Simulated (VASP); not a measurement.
OSZICAR of a VASP run on Ta (bcc):

File OSZICAR:
```
       N       E                     dE             d eps       ncg     rms          rms(c)
DAV:   1     0.877338006557E+01    0.87734E+01   -0.67197E+03  2970   0.121E+03
DAV:   2    -0.511311244672E+02   -0.59905E+02   -0.58902E+02  3791   0.254E+02
DAV:   3    -0.518943576383E+02   -0.76323E+00   -0.73513E+00  3543   0.283E+01
DAV:   4    -0.519014334473E+02   -0.70758E-02   -0.70438E-02  3629   0.195E+00
DAV:   5    -0.519014949552E+02   -0.61508E-04   -0.61218E-04  3428   0.142E-01    0.143E+01
DAV:   6    -0.481020499233E+02    0.37994E+01   -0.14007E+00  3069   0.165E+01    0.563E+00
DAV:   7    -0.486668917284E+02   -0.56484E+00   -0.23918E-01  3001   0.637E+00    0.175E+00
DAV:   8    -0.482506518760E+02    0.41624E+00   -0.34092E-01  2998   0.726E+00    0.710E-01
DAV:   9    -0.485501256436E+02   -0.29947E+00   -0.46093E-02  3041   0.212E+00    0.393E-01
DAV:  10    -0.485739215983E+02   -0.23796E-01   -0.47937E-03  3030   0.803E-01    0.347E-01
DAV:  11    -0.485787706944E+02   -0.48491E-02   -0.60379E-03  3040   0.945E-01    0.113E-01
DAV:  12    -0.485797709424E+02   -0.10002E-02   -0.98460E-04  3018   0.392E-01    0.361E-02
DAV:  13    -0.485797682254E+02    0.27170E-05   -0.26141E-05  3541   0.653E-02    0.336E-02
DAV:  14    -0.485797662216E+02    0.20037E-05   -0.37276E-06  3345   0.266E-02    0.253E-02
DAV:  15    -0.485797643054E+02    0.19162E-05   -0.17098E-05  3107   0.579E-02    0.594E-03
DAV:  16    -0.485797723315E+02   -0.80261E-05   -0.17607E-06  3066   0.167E-02    0.121E-03
DAV:  17    -0.485797688801E+02    0.34513E-05   -0.21516E-07  2832   0.638E-03    0.113E-03
DAV:  18    -0.485797700691E+02   -0.11890E-05   -0.54869E-08  1509   0.323E-03    0.639E-04
DAV:  19    -0.485797695575E+02    0.51162E-06   -0.21361E-08  1503   0.211E-03    0.394E-04
DAV:  20    -0.485797697709E+02   -0.21345E-06   -0.18581E-09  1499   0.785E-04    0.152E-04
DAV:  21    -0.485797696993E+02    0.71639E-07   -0.70265E-10  1496   0.402E-04
   1 F= -.48579770E+02 E0= -.48579770E+02  d E =0.000000E+00
       N       E                     dE             ncg
```

Question: Which electronic solver shows in the log?

Answer: It is blocked Davidson (ALGO = Normal, or the opening steps of other solvers). The INCAR had ALGO = Normal.

Question: Can the final energy be trusted as converged?

Answer: Self-consistency was reached. It stopped with EDIFF = 1E-7, NELM = 100 (r2SCAN meta-GGA, plane waves, VASP's PBE PAW potentials (set 64)).

The compound is Ta in the bcc structure. It was relaxed first.
